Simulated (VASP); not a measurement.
```
AuB
1.0
    2.91833     0.00000     0.00000
    0.00000     2.91833     0.00000
    0.00000     0.00000     2.91833
Au B
1 1
Direct
  0.00000   0.00000   0.00000
  0.50000   0.50000   0.50000
```

Computed with PBE GGA, VASP's PBE PAW potentials (set 64) (plane waves; VASP). Run with 400 eV cut-off, 9×9×9 Γ-centred mesh, Fermi-Dirac smearing of 0.10 eV, potentials Au B.

Give the energies of bands 2 to 10 at the high-symmetry points, in eV from the Fermi level.

```json
[
 {"band": "2", "Γ": "-7.23", "X": "-8.56", "M": "-6.79", "R": "-8.14"},
 {"band": "3", "Γ": "-7.23", "X": "-6.82", "M": "-5.15", "R": "-8.14"},
 {"band": "4", "Γ": "-4.18", "X": "-5.80", "M": "-5.15", "R": "-3.26"},
 {"band": "5", "Γ": "-4.18", "X": "-5.80", "M": "-4.14", "R": "-3.03"},
 {"band": "6", "Γ": "-4.18", "X": "-4.04", "M": "-4.14", "R": "-3.03"},
 {"band": "7", "Γ": "1.29", "X": "-2.38", "M": "-3.10", "R": "3.35"},
 {"band": "8", "Γ": "1.29", "X": "4.90", "M": "0.23", "R": "3.35"},
 {"band": "9", "Γ": "1.29", "X": "4.90", "M": "1.51", "R": "3.35"},
 {"band": "10", "Γ": "6.24", "X": "9.27", "M": "3.38", "R": "3.60"}
]
```

It has no gap at this level: it comes out as a metal or semimetal.

The structure was generated: BAu was put into an ordered model structure, which need not be its known phase. The cell was not relaxed at this level.
